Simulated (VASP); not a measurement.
Crystal: GaSn.

```
CELL_PARAMETERS angstrom
0.00000 2.90288 3.09822
2.72925 0.00000 3.09822
2.72925 2.90288 0.00000
ATOMIC_POSITIONS crystal
Ga 0.50000 0.50000 0.50000
Sn 0.00000 0.00000 0.00000
```

The cell was built by a generator and needn't be a form met in nature.

| Property | Result |
| --- | --- |
| Program | VASP 6.6.1 |
| Task | relaxation of cell and atoms |
| Functional | PBEsol |
| Potentials or basis | VASP PAW PBE potentials, release 64 (Ga_d, Sn_d) |
| Cutoff | 600 eV |
| k mesh | 8 × 8 × 8 |
| Occupations | fermi-dirac, width 0.05 eV |
| Spin | no spin polarisation |

At the start: pressure -1.8 GPa; volume 24.55 Å³/atom.

Question: How do energy, volume and symmetry change on relaxing?

Answer: Over 9 steps the energy falls by 68.9 meV/atom and the volume is 23.09 Å³/atom (-6.0 %); space group Fm-3m (No. 225, to 0.05 Å).

The path:
```
step  energy change (eV)  largest force (eV/Å)  pressure (GPa)  volume (Å³)
   1              0.0000                0.0000           -1.82        49.09
   2             -0.1110                0.0000           -0.85        47.07
   3             -0.1344                0.0000            1.06        45.37
   4             -0.1366                0.0000            0.54        45.73
   5             -0.1366                0.0000            0.44        45.80
   6             -0.1376                0.0000           -0.14        46.27
   7             -0.1376                0.0000           -0.05        46.23
   8             -0.1376                0.0000           -0.13        46.24
   9             -0.1377                0.0000           -0.09        46.17
```

Final structure:
```
Ga Sn
1.0
     0.00000    2.84780    2.84700
     2.84735    0.00000    2.84700
     2.84735    2.84780    0.00000
Ga Sn
1 1
Direct
  0.50000 0.50000 0.50000
  0.00000 0.00000 0.00000
```

Caveat: the PAW data sets were made with another functional, which shifts forces and pressure a little.
